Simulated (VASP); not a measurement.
# YSi2: formation energy of a point defect, part 5 of 5

Wanted: what a point defect costs in YSi2 and how the lattice relaxes round it. The start is a cell from a database of measured crystal structures.

VASP 6.6.1, plane waves and PAW; the level of theory is named at each step.

So far. Step 6 (Reference Y): The run ended after 6 ionic steps, 0.091 eV below its first step, once forces and stress met EDIFFG = -0.02. Step 6 (Reference Y): Energy at zero smearing: -13.87969 eV.

## (7) Relaxing the defect (continued)

Level of this step: LDA; plane waves and PAW (Y_sv, Si, B) (VASP).

Relaxation path:

```
step  energy less that of the first step (eV)  largest force (eV/Å)
   1                                   0.0000                4.6212
   2                                  -1.2029                1.2168
   3                                  -1.3482                0.4707
   4                                  -1.3502                0.4773
   5                                  -1.4005                0.2169
   6                                  -1.4228                0.2475
   7                                  -1.4443                0.2262
   8                                  -1.4566                0.2104
```

The atoms that moved most (Å):

```
atom      dx      dy      dz  length
  Y1   0.087  -0.260   0.000   0.274
  Y3  -0.167   0.213   0.000   0.271
 B37   0.181   0.104   0.000   0.209
Si26  -0.004   0.011   0.079   0.080
Si25  -0.004   0.011  -0.079   0.080
Si15  -0.001   0.057   0.049   0.075
Si16  -0.001   0.057  -0.049   0.075
Si21   0.000  -0.028  -0.057   0.064
```

Final coordinates:

```xyz
37
Lattice="-6.0072 3.4682 3.9287 6.0072 -3.4682 3.9287 6.0072 10.4047 -11.7860" Properties=species:S:1:pos:R:3 pbc="T T T"
Y     0.0869   -0.2598    0.0000
Y    -0.0203    0.0301    3.9287
Y    -2.1693    3.6816    0.0000
Y     4.0231   -0.0102    0.0000
Y     1.9723    3.4803   -3.9287
Y     1.9766    3.4636    0.0000
Y     0.0012    6.9521   -3.9287
Y     6.0138    3.4681   -3.9287
Y     3.9998    6.9125   -7.8573
Y     3.9987    6.9282   -3.9287
Y     1.9879   10.3653   -7.8573
Y     7.9841    6.9092   -7.8573
Si    2.0244    1.1415    1.9429
Si   -3.9828    4.6098    1.9858
Si   -0.0013    4.6812    2.0135
Si   -0.0013    4.6812   -2.0135
Si    3.9961    4.6416   -1.9518
Si   -2.0111    8.1098   -1.9768
Si    2.0042    8.0981   -1.9652
Si    2.0042    8.0981   -5.8921
Si    6.0068    8.0642   -5.9500
Si   -0.0004   11.5324   -5.8360
Si   -2.0148    1.1277    5.9342
Si   -2.0148    1.1277    1.9231
Si   -0.0041    2.3236    1.8855
Si    6.0031   -1.1447    2.0432
Si    3.9927    2.3399   -1.9377
Si    3.9927    2.3399    1.9377
Si    2.0073    5.7939   -1.9681
Si    8.0145    2.3257   -1.9606
Si    6.0053    5.7570   -5.8858
Si    6.0053    5.7570   -1.9715
Si    4.0092    9.2351   -5.8931
Si   10.0164    5.7668   -5.8928
Si    2.0101   -1.1806    2.0072
Si    2.0101   -1.1806    5.8502
B    -0.3194    2.1271    0.0000
```

The stop cut the electronic loop of the last step short, so that step is set aside; the step before it may be unsound too where the loop had begun to diverge.

The run met its time limit with a largest force of 0.21 eV/Å at its last finished step, so it is continued.

## (8) Going on with the relaxation

The relaxation goes on from where it stopped.

File INCAR:

```
SYSTEM = Y12Si24B
PREC = Normal
ENCUT = 320
EDIFF = 1E-05
NELM = 120
ISMEAR = 1
SIGMA = 0.2
LREAL = Auto
ALGO = Fast
GGA = CA
LORBIT = 11
LWAVE = .FALSE.
LCHARG = .TRUE.
KPAR = 4
IBRION = 2
NSW = 50
ISIF = 2
EDIFFG = -0.03
POTIM = 0.25
MAXMIX = 40
ISYM = 2
```

File POSCAR:

```
Y12Si24B
1.0
   -6.0071833986      3.4682489523      3.9286570014
    6.0071833986     -3.4682489523      3.9286570014
    6.0071833986     10.4047468569    -11.7859710042
Y Si B
12 24 1
Direct
    0.9625482012      0.9921206224      0.9848896079
    0.5043399480      0.4996400466      0.0013266649
    0.5307561500      0.9945378103      0.1750979901
    0.9985284772      0.5015471791      0.1666918888
    0.0017339107      0.9971134885      0.3329491297
    0.4993296481      0.4964459018      0.3319251800
    0.5022458674      0.0012703486      0.5011720720
    0.9999725980      0.5008114692      0.5002613557
    0.9965350227      0.9976470915      0.6647273747
    0.4988103887      0.4986400866      0.6658168284
    0.4943096400      0.9953460695      0.8298852332
    0.9960595862      0.4948550535      0.8303048766
    0.4118400616      0.5822970663      0.1665319437
    0.9172987547      0.0877557594      0.1665319437
    0.9311203305      0.5935232829      0.3373764266
    0.4186060068      0.0810089592      0.3373764266
    0.4207406576      0.5850767490      0.5008790254
    0.9175603272      0.0818964186      0.5008790254
    0.9173538360      0.5838497727      0.6671390191
    0.4175672745      0.0840632112      0.6671390191
    0.4053162595      0.5739855872      0.8312722013
    0.9198310267      0.0885003544      0.8312722013
    0.9178205222      0.5849898160      0.9974404664
    0.4073315832      0.0745008770      0.9974404664
    0.5749449572      0.4069418715      0.1673192438
    0.0950158497      0.9270127640      0.1673192438
    0.0907201541      0.4205434364      0.3348287282
    0.5839427584      0.9137660407      0.3348287282
    0.5848037808      0.4177757212      0.5011772080
    0.0857559027      0.9187278432      0.5011772080
    0.0808706982      0.4156555519      0.6649010905
    0.5790477097      0.9138325634      0.6649010905
    0.5813548634      0.4162185454      0.8325382257
    0.0813961416      0.9162598236      0.8325382257
    0.0852527515      0.4213114518      0.9985538727
    0.5743501663      0.9104088666      0.9985538727
    0.3066548578      0.1134558287      0.1400368955
```

File KPOINTS:

```
Automatic mesh
0
Gamma
5 5 5
0 0 0
```

Potentials, in the order of the species: Y_sv, Si and B (LDA family, release 64).

Started as:

```sh
$ mpirun -np 4 vasp_std
```

The log of the run:

```text
[... set-up lines as in an earlier step ...]
 entering main loop
       N       E                     dE             d eps       ncg     rms          rms(c)
DAV:   1     0.974971067409E+03    0.97497E+03   -0.79142E+04 10764   0.108E+03
DAV:   2    -0.158194385904E+03   -0.11332E+04   -0.10922E+04 12458   0.295E+02
DAV:   3    -0.257863931163E+03   -0.99670E+02   -0.97402E+02 14456   0.655E+01
DAV:   4    -0.267373005714E+03   -0.95091E+01   -0.94432E+01 16352   0.171E+01
[...]
RMM:  21    -0.253811515503E+03   -0.22618E-04   -0.23920E-04 11500   0.171E-02    0.444E-03
RMM:  22    -0.253811528684E+03   -0.13181E-04   -0.14477E-04 10390   0.133E-02    0.292E-03
RMM:  23    -0.253811535720E+03   -0.70361E-05   -0.83460E-05  9511   0.117E-02
   1 F= -.25381154E+03 E0= -.25380462E+03  d E =-.253812E+03
[...]
WARNING in EDDRMM: call to ZHEGV failed, returncode =   6  3     96
[...]
WARNING in EDDRMM: call to ZHEGV failed, returncode =   6  3     21
[... from here on, the cycles between the ionic steps are left out ...]
   2 F= -.25381933E+03 E0= -.25381236E+03  d E =-.779442E-02
[...]
WARNING in EDDRMM: call to ZHEGV failed, returncode =   8  4     71
[...]
WARNING in EDDRMM: call to ZHEGV failed, returncode =   6  3    112
   3 F= -.25382644E+03 E0= -.25381938E+03  d E =-.148998E-01
   4 F= -.25382689E+03 E0= -.25381981E+03  d E =-.153589E-01
[...]
WARNING in EDDRMM: call to ZHEGV failed, returncode =   6  3    118
   5 F= -.25383213E+03 E0= -.25382497E+03  d E =-.523596E-02
[...]
WARNING in EDDRMM: call to ZHEGV failed, returncode =   6  3     59
[...]
WARNING in EDDRMM: call to ZHEGV failed, returncode =   6  3    106
[...]
WARNING in EDDRMM: call to ZHEGV failed, returncode =   6  3     81
WARNING in EDDRMM: call to ZHEGV failed, returncode =   6  3    102
   6 F= -.25384358E+03 E0= -.25383620E+03  d E =-.166899E-01
[...]
WARNING in EDDRMM: call to ZHEGV failed, returncode =   6  3    106
   7 F= -.25384671E+03 E0= -.25383895E+03  d E =-.198149E-01
[...]
WARNING in EDDRMM: call to ZHEGV failed, returncode =   8  4    115
[...]
WARNING in EDDRMM: call to ZHEGV failed, returncode =   6  3     73
   8 F= -.25384858E+03 E0= -.25384094E+03  d E =-.216881E-01
[...]
WARNING in EDDRMM: call to ZHEGV failed, returncode =   8  4    120
   9 F= -.25385172E+03 E0= -.25384406E+03  d E =-.314176E-02
[...]
WARNING in EDDRMM: call to ZHEGV failed, returncode =   8  4    112
  10 F= -.25386119E+03 E0= -.25385347E+03  d E =-.126063E-01
[...]
WARNING in EDDRMM: call to ZHEGV failed, returncode =   6  3     56
  11 F= -.25387987E+03 E0= -.25387209E+03  d E =-.312888E-01
[...]
hard stop encountered!  aborting job ...
[...]
soft stop encountered!  aborting job ...
  12 F= -.25390579E+03 E0= -.25389803E+03  d E =-.232598E-01
```

Wall time 51 min (4 MPI ranks of Intel Xeon Platinum 8488C (Sapphire Rapids), shared host).

The run was stopped at its time limit, so it gives no result of its own.

## (9) Results

* result: none

**Reading.** The session ends without its result: «relax the defect» met its time limit.

[Lines on the potential files, build, host, timing and source positions are cut from VASP's logs without a mark.]

[Logs are printed without paths, hosts, clocks, repeated set-up lines and the standing remarks that a program may print on its own settings, such as how far it seeks lower states.]

[Hosts, paths, dates, database ids (printed as entryN), source tags and the programs' standing remarks are cut or masked in the printed files.]

[In band tables of VASP the shares of atoms and orbitals are scaled to a sum of 1 inside the atoms' spheres.]

[Runs that stopped without an error message from VASP are left out.]
